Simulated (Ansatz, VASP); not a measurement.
# PtSe2 (Sudovikovite): VASP beside Ansatz

Wanted: the spread between two codes on one cell, functional and k mesh. The structure shown is the start of the Ansatz relaxation below; VASP solves that cell, so the two are compared at the walk's first step.

Calculated with Ansatz 0.2.0; plane waves, with VASP 6.6.1 beside it; single point at PBEsol with D3(BJ).

## Step 1: The structure

Symmetry: P-3m1, No. 164, trigonal system. Conventional cell: a = 3.662 Å, b = 3.662 Å, c = 4.345 Å, α = 90.00°, β = 90.00°, γ = 120.00°. Se has 3 Pt at 2.45 Å nearest. Pt has 6 Se at 2.45 Å nearest. Farther neighbours and most contacts between anions are not listed.

## Step 2: Ansatz: relaxation, PBEsol with D3(BJ)

Ansatz runs on its PAW soft_1 files.

The two programs are compared at the cell with which this relaxation starts, whose forces are those of its first step.

The input, input.yaml:

```yaml
crystal:
  lattice:
    - [3.6618917023, 0.0, 0.0]
    - [-1.8309458512, 3.17129124, 0.0]
    - [0.0, 0.0, 4.344637401]
  atoms:
    - { symbol: Se, position: [0.3333333333, 0.6666666667, 0.2840193814] }
    - { symbol: Se, position: [0.6666666667, 0.3333333333, 0.7159806186] }
    - { symbol: Pt, position: [0.0, 0.0, 0.0] }
kpoints:
  mp_grid: { grid: [15, 15, 8] }
hamiltonian:
  xc: pbesol
  dispersion: d3bj
  pseudopotentials: { kind: paw, azcp: { folder: soft_1 }, xc_functional: pbe }
scf:
  occupations: { method: methfessel_paxton, width: 0.2 }
output:
  forces: true
  stress: true
  eigenvalues: true
relax:
  adjacent_minimum: "off"
  f_tol: 0.001
  max_steps: 60
  cell: { stress_tol: 0.01, fix: [volume] }
```

Command:

```console
$ ansatz run input.yaml --threads 4 --pin off --max-ram 10240MiB --backend cpu --events-out ev --progress --plain --runs-dir out
```

Numbers of over 12 decimals in the logs are rounded to 6 here.

Log:

```text
Engine: ansatz 0.2.0, aarch64-unknown-linux-gnu
Pseudopotentials: kind: paw
Pseudopotential: Se, paw, valence charge 16, recommended cutoff 420 eV (normal), soft_1/Se.paw.azcp
Pseudopotential: Pt, paw, valence charge 18, recommended cutoff 420 eV (normal), soft_1/Pt.paw.azcp
Functional definition: PBEsol
  exchange = pbesol_x
  correlation = pbesol_c
Crystal: 3 atoms, lattice volume = 50.454 Å³
Basis set: ecut = 420 eV, 987 PW (Γ), exchange–correlation on 50×50×60 points (8 copies of the dense FFT grid, shifted against one another)
Bands: 30, of which v1, the nominal top of the filled ones, is band 25 counted from 1 (24 counted from 0)
Symmetry: 12 space group operations
Space group: P-3m1 (ITA 164), of the structure as read, at distance tolerance 3.7e-5 Å
k-points: 192 of 1800
Non-local potential: Se, projectors of the file, l = 0: 2, l = 1: 2, l = 2: 3, l = 3: 1
Non-local potential: Pt, projectors of the file, l = 0: 3, l = 1: 2, l = 2: 2, l = 3: 1
PAW form: soft (Blöchl's): semilocal exchange-correlation on the pseudo side does not see the compensation charge
PAW frozen core: Se, regenerated for the run's functional, and the local potential with it (the file was generated under x = pbe(κ = 0.804, μ = 0.219515), c = pbe(β = 0.066725))
PAW frozen core: Pt, regenerated for the run's functional, and the local potential with it (the file was generated under x = pbe(κ = 0.804, μ = 0.219515), c = pbe(β = 0.066725))
PAW one-centre angular grid: Se, 590 points (default); XC on 64 Gauss nodes
PAW one-centre angular grid: Pt, 590 points (default); XC on 64 Gauss nodes
Initial density: superposition of atomic densities (chi_scale 0.1, normalization cell, long waves kept (reshape's long-wave potential 0.00 eV rms))
Initial wavefunctions: pseudopotential atomic-orbital guess
Functional: x = pbesol(κ = 0.804, μ = 0.123457), c = pbesol(β = 0.046)
SCF iter   1: F=—  HF=-23236.396050 eV  |F-HF|=—  |Δ(HF+E_count)|=         —  Δρ=5.29e-2  dr2=6.84e-1  ethr=3.10e-3  ⟨swp⟩=5.0  Hψ=21028  notcnv=0
preconditioner: auto → Kerker (q_TF=auto, 2.724 Å⁻¹)  [metal: Δε(μ)=0.040 eV  Ē_g=10.916 eV  σ=0.200 eV  W_gap=0.17  n_scr=20 (ndim 8)  ℏωp=24.5 eV  f_vac=0.000  D(μ)=0.33/eV (n_scr^D=0)]
SCF iter   2: F=—  HF=-23236.256191 eV  |F-HF|=—  |Δ(HF+E_count)|=   1.40e-1  S|Δr|=    0.00e0  Δρ=2.69e-2  dr2=1.88e-1  ethr=1.37e-3  ⟨swp⟩=2.0  Hψ=8125  notcnv=0  defer=73
SCF iter   3: F=—  HF=-23236.212133 eV  |F-HF|=—  |Δ(HF+E_count)|=   4.41e-2  S|Δr|=    0.00e0  Δρ=7.98e-3  dr2=2.56e-2  ethr=3.76e-4  ⟨swp⟩=2.1  Hψ=6861  notcnv=0  defer=73
SCF iter   4: F=—  HF=-23236.206196 eV  |F-HF|=—  |Δ(HF+E_count)|=   5.94e-3  S|Δr|=    0.00e0  Δρ=1.24e-3  dr2=1.30e-3  ethr=5.12e-5  ⟨swp⟩=2.6  Hψ=10306  notcnv=0  defer=73
SCF iter   5: F=—  HF=-23236.205797 eV  |F-HF|=—  |Δ(HF+E_count)|=   3.98e-4  S|Δr|=    0.00e0  Δρ=7.21e-4  dr2=3.79e-4  ethr=2.61e-6  ⟨swp⟩=2.0  Hψ=9738  notcnv=0  defer=73
SCF iter   6: F=—  HF=-23236.205702 eV  |F-HF|=—  |Δ(HF+E_count)|=   9.54e-5  S|Δr|=    0.00e0  Δρ=2.56e-4  dr2=6.25e-5  ethr=7.58e-7  ⟨swp⟩=3.0  Hψ=10035  notcnv=0  defer=73
SCF iter   7: F=—  HF=-23236.205691 eV  |F-HF|=—  |Δ(HF+E_count)|=   1.13e-5  S|Δr|=    0.00e0  Δρ=4.13e-5  dr2=1.80e-6  ethr=1.25e-7  ⟨swp⟩=2.0  Hψ=7803  notcnv=0  defer=73
SCF iter   8: F=—  HF=-23236.205690 eV  |F-HF|=—  |Δ(HF+E_count)|=   4.09e-7  S|Δr|=    0.00e0  Δρ=1.43e-5  dr2=1.62e-7  ethr=3.60e-9  ⟨swp⟩=2.0  Hψ=7969  notcnv=0  defer=73
SCF iter   9: F=-23236.205690 eV  HF=-23236.205690 eV  |F-HF|=1.79e-8  |Δ(HF+E_count)|=   1.85e-8  S|Δr|=    0.00e0  Δρ=4.77e-6  dr2=1.57e-8  ethr=2.00e-10  ⟨swp⟩=6.4  Hψ=25019  notcnv=0
SCF 1 converged in 9 iterations: F = -23236.205690 eV  dr2 = 1.57e-8
  greatest PAW one-centre occupation: 1.000 electrons in one spin orbital (limit 2), on the Pt atom at site 2 (counted from 0), in its partial waves of l = 0
relax step   1: F+E_penalty+E_count = -23236.20569031 eV  Δ(F+E_penalty+E_count) = +0.000e0 eV  max|allowed force component| = 2.330e-1 eV/Å  Δτ_max = 0.0000 Å  P = +13.903 GPa  Ω = 50.454 Å³  fix = [volume]  reactions: volume +13.903 GPa  (9 SCF iters, dr2 threshold 1.00e-7 eV, accepted)
[...]
relax step   2: F+E_penalty+E_count = -23236.20823490 eV  Δ(F+E_penalty+E_count) = -2.545e-3 eV  max|allowed force component| = 1.525e-1 eV/Å  Δτ_max = 0.0203 Å  P = +12.158 GPa  Ω = 50.454 Å³  energy of the carried Pulay correction = +6.290e-18 eV  fix = [volume]  reactions: volume +12.158 GPa  (6 SCF iters, dr2 threshold 3.00e-7 eV, accepted)
[...]
relax step   3: F+E_penalty+E_count = -23236.20963237 eV  Δ(F+E_penalty+E_count) = -1.397e-3 eV  max|allowed force component| = 9.992e-5 eV/Å  Δτ_max = 0.0084 Å  P = +12.763 GPa  Ω = 50.454 Å³  energy of the carried Pulay correction = +1.258e-17 eV  fix = [volume]  reactions: volume +12.763 GPa  (5 SCF iters, dr2 threshold 3.00e-7 eV, accepted)
[...]
relax step   4: F+E_penalty+E_count = -23236.20963299 eV  Δ(F+E_penalty+E_count) = -6.272e-7 eV  max|allowed force component| = 5.263e-5 eV/Å  Δτ_max = 0.0000 Å  P = +12.770 GPa  Ω = 50.454 Å³  energy of the carried Pulay correction = -3.145e-18 eV  fix = [volume]  reactions: volume +12.770 GPa  (5 SCF iters, dr2 threshold 5.67e-10 eV, accepted)
[...]
relax step   5: F+E_penalty+E_count = -23236.20964404 eV  Δ(F+E_penalty+E_count) = -1.105e-5 eV  max|allowed force component| = 6.391e-5 eV/Å  Δτ_max = 0.0000 Å  P = +12.770 GPa  Ω = 50.454 Å³  fix = [volume]  reactions: volume +12.770 GPa  stress off target by 5.13e-3 GPa on what of the cell is left free  SCF on the basis re-selected at this cell (its energy is not comparable with the rows above)  (6 SCF iters)
basis re-selected at this cell: Δ(F+E_penalty+E_count) = -1.105e-5 eV, ΔP = -0.000 GPa vs the last step (what re-selecting the basis moved, of the pressure what is left beyond the Pulay correction that the steps carried, after the strain that the cell walked since its last selection, with what the two solves' SCF thresholds leave and, on support functions, any second-order correction that the steps lacked; it is no m [...]
SCF converged after 6 iterations
Stability not checked: this state was not tested for a lower state beside it, because cold or Methfessel-Paxton smearing, or corrected tetrahedra, fill the levels in a way that the test cannot read (fill_not_monotonic; see scf.lower_state_search)
Free energy (F): -23236.209644 eV
Harris-Foulkes:  -23236.209644 eV  (|F-HF|=7.28e-12)
Internal energy: -23236.211811 eV  (E = F + TS)
E sigma→0 (E₀):  -23236.210186 eV
Entropy (-TS):   0.002167 eV (0.722 meV/atom)
Fermi energy:    16.549254 eV
--- Per-component energies (eV) ---
  E_band       = -812.016930
  E_kinetic    = 826.605198
  E_local      = -6135.226339  (includes V_loc(G=0)·N_el)
  E_nonlocal   = -497.084987
  E_hartree    = 3075.656570
  E_xc         = -404.475410
  E_vxc        = -457.344006  (∫ρ·V_xc dr)
  E_paw        = -13519.449640  (= ΣΔE_a)
  E_vpaw       = -700.280288  (= ΣTr[D̂ρ^β])
  E_aug_tail   = 0.000359  (compensation charges beyond the density's cutoff)
  E_ewald      = -6582.988349
  E_disp       = -1.553147  (pairwise vdW)
  E_core_change = 2.303935  (= ΣΔE_core)
  E_smearing   = 0.002167  (= −TS)
  E_closure    = -0.000000  (closes the sum)
  Σ components = -23236.209644   (vs F -23236.209644, Δ=0.00e0)
--- Forces (eV/Å), atoms counted from 1 ---
  atom   1  Se     0.00000000     0.00000000    -0.00006391
  atom   2  Se    -0.00000000    -0.00000000     0.00006391
  atom   3  Pt    -0.00000000     0.00000000     0.00000000
  max |Σ_I F_I| component: 2.31e-18 eV/Å
--- Stress (GPa, compression-positive) ---
       12.772788      -0.000000      -0.000000
       -0.000000      12.772788       0.000000
       -0.000000       0.000000      12.765090
  P = ⅓ Tr σ = 12.7702 GPa (127.702 kbar)
--- Band table (eV; the first three rows and the last of 192) ---
  k-point 0: bands = [... 21 lower, 13.9196, 15.4597, 15.4597, 17.0567, 17.0567, 17.5123, 19.4548, 21.4806, ... 1 higher]
  k-point 1: bands = [... 21 lower, 13.9140, 15.1621, 15.1621, 17.1367, 17.4469, 17.4469, 19.4746, 22.0604, ... 1 higher]
  k-point 2: bands = [... 21 lower, 13.8826, 14.6409, 14.6409, 16.1431, 18.2448, 18.2448, 20.1004, 23.0419, ... 1 higher]
  k-point 191: bands = [... 21 lower, 12.0461, 12.8211, 13.7851, 13.7851, 19.9606, 19.9606, 23.7025, 24.1680, ... 1 higher]
--- Relaxed structure (4 steps of the walk, 4 accepted, 1 SCFs on fresh bases) ---
  F+E_penalty+E_count = -23236.20964404 eV   max|allowed force component| = 6.391e-5 eV/Å   (the final SCF, on the basis selected at the relaxed cell)
  cell:  # Å, volume = 50.4539 Å³
    - [3.673386, 2.8958103010948814e-11, -6.3608554328554675e-19]
    - [-1.836693, 3.181246, 6.360855432855542e-19]
    - [-7.546812593921998e-19, 4.3571542825453e-19, 4.317490]
  atoms:
    - { symbol: Se, position: [0.333333, 0.666667, 0.286772] }
    - { symbol: Se, position: [0.666667, 0.333333, 0.713228] }
    - { symbol: Pt, position: [0, 0, 0] }
```

## Step 3: VASP: single point, PBEsol with D3(BJ), start cell, pair 1

The same cell, functional, mesh and smearing now go to VASP, with its own data sets.

Lines of VASP's logs that name or quote its potential files are left out, and so is its time.

The input, INCAR:

```
SYSTEM = PtSe2
PREC = Accurate
ENCUT = 400
EDIFF = 1E-06
NELM = 120
ISMEAR = 1
SIGMA = 0.2
LREAL = .FALSE.
ALGO = Normal
GGA = PS
IVDW = 12
NBANDS = 17
LASPH = .TRUE.
LORBIT = 11
LWAVE = .FALSE.
LCHARG = .FALSE.
ISIF = 2
GGA_COMPAT = .FALSE.
KPAR = 2
```

The input, POSCAR:

```
PtSe2
1.0
    3.6618920000      0.0000000000      0.0000000000
   -1.8309460000      3.1712910000      0.0000000000
    0.0000000000      0.0000000000      4.3446370000
Se Pt
2 1
Direct
    0.3333333333      0.6666666667      0.2840193554
    0.6666666667      0.3333333333      0.7159806446
    0.0000000000      0.0000000000      0.0000000000
```

The input, KPOINTS:

```
Automatic mesh
0
Gamma
15 15 8
0 0 0
```

The projector-augmented-wave data sets are Se and Pt (PBE family, release 64).

Command:

```console
$ mpirun -np 2 vasp_std
```

Log:

```text
[banner, memory and clock lines left out]
running    2 mpi-ranks, on    1 nodes
 distrk:  each k-point on    1 cores,    2 groups
 distr:  one band on    1 cores,    1 groups

 POSCAR found type information on POSCAR SePt
 POSCAR found :  2 types and       3 ions
|                                                                             |
|               ----> ADVICE to this user running VASP <----                  |
|                                                                             |
|     You enforced a specific xc type in the INCAR file but a different       |
|     [... a line on the potential file left out ...]
|     I HOPE YOU KNOW WHAT YOU ARE DOING!                                     |
|                                                                             |

 LDA part: xc-table for (Slater+PW92), standard interpolation
 POSCAR, INCAR and KPOINTS ok, starting setup
 FFT: planning ... GRIDC
 FFT: planning ... GRID_SOFT
 FFT: planning ... GRID
 WAVECAR not read
 entering main loop
       N       E                     dE             d eps       ncg     rms          rms(c)
DAV:   1     0.922404361048E+02    0.92240E+02   -0.89697E+03  6840   0.933E+02
DAV:   2    -0.126547703417E+02   -0.10490E+03   -0.10199E+03  8214   0.205E+02
DAV:   3    -0.162236731758E+02   -0.35689E+01   -0.35464E+01  7768   0.381E+01
DAV:   4    -0.162449805362E+02   -0.21307E-01   -0.21300E-01  8367   0.320E+00
DAV:   5    -0.162451529342E+02   -0.17240E-03   -0.17239E-03  7982   0.279E-01    0.155E+01
DAV:   6    -0.156652268812E+02    0.57993E+00   -0.40163E+00  6665   0.179E+01    0.893E+00
DAV:   7    -0.155292360347E+02    0.13599E+00   -0.69119E-01  6641   0.820E+00    0.457E+00
DAV:   8    -0.155007174433E+02    0.28519E-01   -0.46280E-02  7186   0.181E+00    0.739E-01
DAV:   9    -0.154990546816E+02    0.16628E-02   -0.56081E-03  7315   0.671E-01    0.153E-01
DAV:  10    -0.154990837916E+02   -0.29110E-04   -0.70606E-04  7809   0.197E-01    0.466E-02
DAV:  11    -0.154990773107E+02    0.64808E-05   -0.51796E-05  7875   0.617E-02    0.255E-02
DAV:  12    -0.154990772565E+02    0.54271E-07   -0.29427E-06  6215   0.128E-02
   1 F= -.17051835E+02 E0= -.17052497E+02  d E =0.198644E-02
```

From OUTCAR (step 3):

```text
ion  position               nearest neighbor table
   1  0.333  0.667  0.284-   3 2.45   3 2.45   3 2.45
   2  0.667  0.333  0.716-   3 2.45   3 2.45   3 2.45
   3  0.000  0.000  0.000-   1 2.45   2 2.45   2 2.45   1 2.45   2 2.45   1 2.45

  LATTYP: Found a hexagonal cell.
 ALAT       =     3.6618920000
 C/A-ratio  =     1.1864459684

 Subroutine GETGRP returns: Found 12 space group operations
 (whereof 12 operations were pure point group operations)

The static configuration has the point symmetry D_3d.

 Found    192 irreducible k-points:

   k-points           NKPTS =    192   k-points in BZ     NKDIM =    192   number of bands    NBANDS=     17

   dimension x,y,z NGX =    24 NGY =   24 NGZ =   28
   dimension x,y,z NGXF=    48 NGYF=   48 NGZF=   56

   ENCUT  =  400.0 eV  29.40 Ry    5.42 a.u.   5.97  5.97  7.09*2*pi/ulx,y,z

   NELECT =      22.0000    total number of electrons

 k-points in reciprocal lattice and weights: Automatic mesh
   0.00000000  0.00000000  0.00000000       0.001
   0.06666667  0.00000000  0.00000000       0.003
   0.13333333  0.00000000  0.00000000       0.003
   0.20000000 -0.00000000  0.00000000       0.003
   0.26666667  0.00000000  0.00000000       0.003
   0.33333333 -0.00000000  0.00000000       0.003
   0.40000000 -0.00000000  0.00000000       0.003
   0.46666667 -0.00000000  0.00000000       0.003
   0.06666667  0.06666667  0.00000000       0.003
[...]
0.33333333  0.26666667  0.50000000       0.007
   0.33333333  0.33333333  0.50000000       0.001

 average (electrostatic) potential at core
       1 -50.5350       2 -50.5350       3 -66.2323

 E-fermi :   8.8472

 k-point     1 :       0.0000    0.0000    0.0000
  band No.  band energies     occupation
    ...
      6       4.5504      2.00000
      7       4.5504      2.00000
      8       6.1612      2.00000
      9       7.7250      2.00000
     10       7.7250      2.00000
     11       9.4243     -0.00035
     12       9.4243     -0.00035
     13       9.8890     -0.00000
     14      11.6089     -0.00000
     15      13.8146      0.00000
    ...

 k-point     2 :       0.0667    0.0000    0.0000
  band No.  band energies     occupation
    ...
      7       4.5109      2.00000
      8       6.0212      2.00000
      9       7.4077      2.00000
     10       7.5408      2.00000
     11       8.8262      1.17669
     12       9.6282     -0.00000
     13      10.6319     -0.00000
     14      11.8018     -0.00000
     15      14.1120      0.00000
     16      15.7486      0.00000
    ...

 k-point     3 :       0.1333    0.0000    0.0000
  band No.  band energies     occupation
    ...
      7       4.4048      2.00000
      8       5.5815      2.00000
      9       6.8867      2.00000
     10       7.1357      2.00000
     11       8.2509      2.00021
     12      10.0879     -0.00000
     13      11.1711     -0.00000
     14      12.4697     -0.00000
     15      14.8047      0.00000
     16      15.4721      0.00000
    ...

 Edisp (eV)   -1.55276

  Total       4.58549     4.58549     4.19326     0.00000     0.00000     0.00000
  in kB     145.61330   145.61325   133.15811     0.00000     0.00000     0.00000
  external pressure =      141.46 kB  Pullay stress =        0.00 kB

  energy-cutoff  :      400.00
  volume of cell :       50.45
      direct lattice vectors                 reciprocal lattice vectors
     3.661892000  0.000000000  0.000000000     0.273082876  0.157664497  0.000000000
    -1.830946000  3.171291000  0.000000000     0.000000000  0.315328994  0.000000000
     0.000000000  0.000000000  4.344637000     0.000000000  0.000000000  0.230168827

 POSITION                                       TOTAL-FORCE (eV/Angst)
 -----------------------------------------------------------------------------------
     -0.00000      2.11419      1.23396        -0.000000      0.000000      0.254474
      1.83095      1.05710      3.11068         0.000000     -0.000000     -0.254474
      0.00000      0.00000      0.00000        -0.000000      0.000000      0.000000
 -----------------------------------------------------------------------------------
    total drift:                                0.000000      0.000000      0.000000

  FREE ENERGIE OF THE ION-ELECTRON SYSTEM (eV)
  ---------------------------------------------------
  free  energy   TOTEN  =       -17.0518352808 eV

  energy  without entropy=      -17.0538217236  energy(sigma->0) =      -17.05249743

 total charge
# of ion       s       p       d       tot
------------------------------------------
    1        1.491   2.262   0.111   3.863
    2        1.491   2.262   0.111   3.863
    3        0.727   0.793   8.134   9.654
--------------------------------------------------
tot          3.708   5.317   8.356  17.381

[... 3 further parts left out ...]
```

The run ends at a pressure of 14.15 GPa, with forces up to 0.25 eV/Å.

## Step 4: Side by side

Known differences besides the potentials themselves: the data sets hold 50 valence electrons in Ansatz (on its PAW soft_1 files) and 22 in VASP; the cutoff is 420 eV in Ansatz and 400 eV in VASP; Ansatz makes its cores anew for this functional, VASP keeps those of its PBE data sets. Total energies have different zeros and are not compared.

Forces (eV/Å; atoms numbered as in POSCAR):

```csv
atom,"Ansatz x, y, z","VASP x, y, z"
Se1,"0.000, 0.000, 0.233","0.000, 0.000, 0.254"
Se2,"0.000, 0.000, -0.233","0.000, 0.000, -0.254"
Pt3,"0.000, 0.000, 0.000","0.000, 0.000, 0.000"
```

The forces differ by 10 meV/Å r.m.s., which is 8.4 % of the r.m.s. force of 0.120 eV/Å (both taken over all components).

## Step 5: What the set-up changes

Further runs change the set-up of one program: Ansatz's method, potentials or start, or VASP's data sets, cutoff or form of LDA. The table gives that difference for each run.

```
                         run  r.m.s. force difference (meV/Å)
                    as above                               10
VASP with a cutoff of 500 eV (perhaps on Ansatz's relaxed cell)                              9.1
```

## Step 6: Ansatz: relaxation, PBEsol with D3(BJ)

The two programs are compared at the cell with which this relaxation starts, whose forces are those of its first step. The cell compared in this pair holds 51.58 Å³, against 50.45 Å³ for the pair before.

The structure compared here is the start of the Ansatz relaxation; VASP solves that cell, so the two are compared at the walk's first step.

input.yaml, the sections that differ from step 2:

```yaml
crystal:
  lattice:
    - [3.6766023723, 0.0, 0.0]
    - [-1.8383011862, 3.184031054, 0.0]
    - [0.0, 0.0, 4.4057162265]
  atoms:
    - { symbol: Se, position: [0.3333333333, 0.6666666667, 0.2811667417] }
    - { symbol: Se, position: [0.6666666667, 0.3333333333, 0.7188332583] }
    - { symbol: Pt, position: [0.0, 0.0, 0.0] }
# kpoints, hamiltonian, scf, output, relax: as in step 2
```

Command:

```console
$ ansatz run input.yaml --threads 4 --pin off --max-ram 10240MiB --backend cpu --events-out ev --progress --plain --runs-dir out
```

Log:

```text
[...]
Crystal: 3 atoms, lattice volume = 51.575 Å³
Basis set: ecut = 420 eV, 999 PW (Γ), exchange–correlation on 50×50×60 points (8 copies of the dense FFT grid, shifted against one another)
Bands: 30, of which v1, the nominal top of the filled ones, is band 25 counted from 1 (24 counted from 0)
Symmetry: 12 space group operations
[...]
k-points: 192 of 1800
[...]
--- Relaxed structure (4 steps of the walk, 4 accepted, 1 SCFs on fresh bases) ---
[...]
cell:  # Å, volume = 51.5751 Å³
    - [3.688818, 2.8963386170918804e-11, 0]
    - [-1.844409, 3.194610, 3.90219165035213e-19]
    - [0, 5.399428831324215e-19, 4.376584]
  atoms:
    - { symbol: Se, position: [0.333333, 0.666667, 0.284019] }
    - { symbol: Se, position: [0.666667, 0.333333, 0.715981] }
    - { symbol: Pt, position: [0, 0, 0] }
[key lines of the parts left out:]
SCF converged after 6 iterations
Free energy (F): -23236.287022 eV
Fermi energy:    16.064621 eV
P = ⅓ Tr σ = 9.4295 GPa (94.295 kbar)
```

(Continued in part 2 of 2.)

[Lines on the potential files, build, host, timing and source positions are cut from VASP's logs without a mark.]

[Logs are printed without paths, hosts, clocks, repeated set-up lines and the standing remarks that a program may print on its own settings, such as how far it seeks lower states.]

[Hosts, paths, dates, database ids (printed as entryN), source tags and the programs' standing remarks are cut or masked in the printed files.]

[Rows of further runs with another cutoff or data set may stand on the cell that Ansatz relaxed, not on the start cell of the pair above them.]
